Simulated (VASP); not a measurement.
A run of VASP 6.6.1:

INCAR

```
SYSTEM = YB6
PREC = Accurate ; ENCUT = 700
EDIFF = 1E-7 ; ISMEAR = 0
SIGMA = 0.1 ; LREAL = .FALSE.
LASPH = .TRUE. ; NELM = 100
ALGO = Normal ; ISIF = 2
LWAVE = .FALSE. ; LCHARG = .FALSE.
GGA = PS ; IBRION = 2
NSW = 80 ; EDIFFG = -0.002
KPAR = 8
```

Contents of KPOINTS:

```
Automatic mesh
0
G
  10 10 10
  0 0 0
```

POSCAR

```
YB6                                     
1.0
    4.1571758937      0.0000000000      0.0000000000
    0.0000000000      4.1571758937      0.0000000000
    0.0000000000      0.0000000000      4.1571758937
  Y               B             
     1     6
Direct
     0.0000000000000000    0.0000000000000000    0.0000000000000000
     0.1987109728084349    0.5000000000000000    0.5000000000000000
     0.5000000000000000    0.1987109728084349    0.5000000000000000
     0.8012890271915651    0.5000000000000000    0.5000000000000000
     0.5000000000000000    0.8012890271915651    0.5000000000000000
     0.5000000000000000    0.5000000000000000    0.1987109728084349
     0.5000000000000000    0.5000000000000000    0.8012890271915651
```

Potentials or basis: VASP PAW PBE potentials, release 64 (Y_sv, B).

Run with:

```sh
$ cat potpaw_PBE.64/Y_sv/POTCAR potpaw_PBE.64/B/POTCAR > POTCAR
$ mpirun -np 8 vasp_std > vasp.out
```

Hardware: 8 MPI ranks on AMD EPYC 9R45 96-Core Processor (Zen 5), on a shared host.

**Question.** How long does it take, and how much memory?

**Answer.** Wall time 23 s on 8 MPI ranks on AMD EPYC 9R45 96-Core Processor (Zen 5) (shared host), peak memory 0.31 GiB a rank. Counts: scf iterations 30, k points 56, ion steps 3.
